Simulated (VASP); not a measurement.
Consider the following.

```yaml
crystal:
  lattice:
    - [1.73044, -2.99721, 0.00000]
    - [1.73044, 2.99721, 0.00000]
    - [0.00000, 0.00000, 5.57751]
  atoms:
    - { symbol: Tl, position: [0.33333, 0.66667, 0.25000] }
    - { symbol: Tl, position: [0.66667, 0.33333, 0.75000] }
```

Calculation: AM05 GGA, VASP's PBE PAW potentials (set 64) (plane waves; VASP 6.6.1). Numerical set-up: 520 eV cut-off, 14×14×8 Γ-centred mesh, tetrahedra with Blöchl corrections, potentials Tl_d.

Unless said otherwise, spin-orbit coupling is left out, though it shifts the bands of the heavy elements here.

Predict the energy per atom (σ→0), band gap (on the k-mesh) with the smallest direct gap where there is one.

```
Property                                                     Value
------------------------  ----------------------------------------
band gap (on the k-mesh)  none (metal, semimetal or under 0.01 eV)
energy per atom (σ→0)                               -2.317 eV/atom
```

Only differences to runs with the same potentials and settings are physical.

The compound is Tl in the hcp structure. It was relaxed first.
